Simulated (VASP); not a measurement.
An input for Ansatz (written as the equivalent of a VASP run, and not itself run):

Ansatz 0.2 input:
```yaml
crystal:
  lattice:
    - [2.9340840, 0.0000000, 0.0000000]
    - [0.0000000, 2.9340840, 0.0000000]
    - [0.0000000, 0.0000000, 2.9340840]
  atoms:
    - { symbol: Ag, position: [0.0000000, 0.0000000, 0.0000000] }
    - { symbol: B, position: [0.5000000, 0.5000000, 0.5000000] }
kpoints:
  mp_grid: { grid: [11, 11, 11] }
hamiltonian:
  xc: r2scan
  pseudopotentials: { kind: paw }
scf:
  occupations: { method: methfessel_paxton, width: 0.1 }
  max_iter: 100
relax:
  max_steps: 60
  f_tol: 0.01
  cell: {}
output: { forces: true, stress: true, eigenvalues: true }
```

Q: Translate this input to VASP (INCAR, KPOINTS, POSCAR, choice of POTCAR).

A: This is not unique; one that fits is 
### KPOINTS
```
kpoints
0
G
 11 11 11
```

**POSCAR**
```
AgB
1.0
  2.9340840000   0.0000000000   0.0000000000
  0.0000000000   2.9340840000   0.0000000000
  0.0000000000   0.0000000000   2.9340840000
Ag B
1 1
Cartesian
  0.0000000000   0.0000000000   0.0000000000
  1.4670420000   1.4670420000   1.4670420000
```

INCAR:
```
SYSTEM=AgB
PREC=Accurate; ENCUT=520; LREAL=.FALSE.
LASPH=.TRUE.
EDIFF=1E-6; NELM=100; ALGO=Normal
LMAXMIX=4; LMIXTAU=.TRUE.
ISMEAR=1; SIGMA=0.1
METAGGA=R2SCAN
IBRION=2; NSW=60; ISIF=3
EDIFFG=-0.01
LWAVE=.FALSE.; LCHARG=.FALSE.
```

POTCAR, in this order: Ag B (PBE.64 set). Program: vasp_std.

Limits of the translation: each code has its own PAW files, so the cut-off isn't converted (ENCUT is set for VASP's; basis.ecutwfc is left out, and Ansatz then takes the one that its files recommend); Ansatz stops its SCF on the density residual and VASP on the energy change (EDIFF).

The structure was generated: AgB was put into the CsCl type (Pm-3m), which need not be its known phase. This run relaxes it. Symmetry was kept, so distortions that lower it aren't found.
